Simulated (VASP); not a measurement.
**Pt2Rh: single point with PBE**

Crystal: Pt2Rh.

```
CELL_PARAMETERS angstrom
5.20099 0.00000 0.00000
0.00000 5.20099 0.00000
0.00000 0.00000 3.64650
ATOMIC_POSITIONS crystal
Rh 0.00000 0.00000 0.00000
Rh 0.50000 0.50000 0.50000
Pt 0.30770 0.30770 0.00000
Pt 0.19230 0.80770 0.50000
Pt 0.69230 0.69230 0.00000
Pt 0.80770 0.19230 0.50000
```

The cell was built by a generator and needn't be a form met in nature.

```json
{"Program": "VASP 6.6.1", "Task": "single point", "Functional": "PBE", "Potentials or basis": "VASP PAW PBE potentials, release 64 (Rh_pv, Pt)", "Cutoff": "520 eV", "k mesh": "4 × 4 × 5", "Occupations": "fermi-dirac, width 0.001 eV", "Spin": "no spin polarisation", "Dipole correction": "no", "Further INCAR settings": "ALGO = Normal; EDIFF = 1e-06; NBANDS = 44"}
```

| Quantity | Value |
| --- | --- |
| Pressure | 61.6 GPa |
| Largest force | 0.853 eV/Å |
| Band gap on the k mesh | none (metal or under the smearing width) |

Forces in eV/Å, atoms in the order of the input:
```
Rh   0.000  0.000  0.000
Rh   0.000  0.000  0.000
Pt  -0.603 -0.603  0.000
Pt   0.603 -0.603  0.000
Pt   0.603  0.603  0.000
Pt  -0.603  0.603  0.000
```

Stress tensor (GPa, compression positive):
```
55.02  0.00  0.00
 0.00 55.02  0.00
 0.00  0.00 74.79
```

Levels at points of the mesh, in eV from the Fermi level:
```tsv
k point	band 32	band 33	band 34	band 35	band 36	band 37	band 38	band 39
(0.00, 0.00, 0.00)	-0.85	-0.50	0.19	1.11	1.18	1.18	1.57	1.57
(0.50, 0.00, 0.00)	-0.41	-0.40	-0.40	0.00	0.00	0.47	0.47	2.54
(0.50, 0.50, 0.00)	-1.20	-0.72	-0.72	-0.17	-0.17	1.38	1.38	1.48
```

Run time: 30 s on 1 thread of Intel(R) Xeon(R) 6975P-C (Granite Rapids) (shared host), peak memory 0.23 GiB.

Caveat: a pressure of tens of GPa on the cell as given is suspect, and the run, the potentials or the cell itself is likely at fault. The run has no spin-orbit coupling, so splittings on Pt are missing.
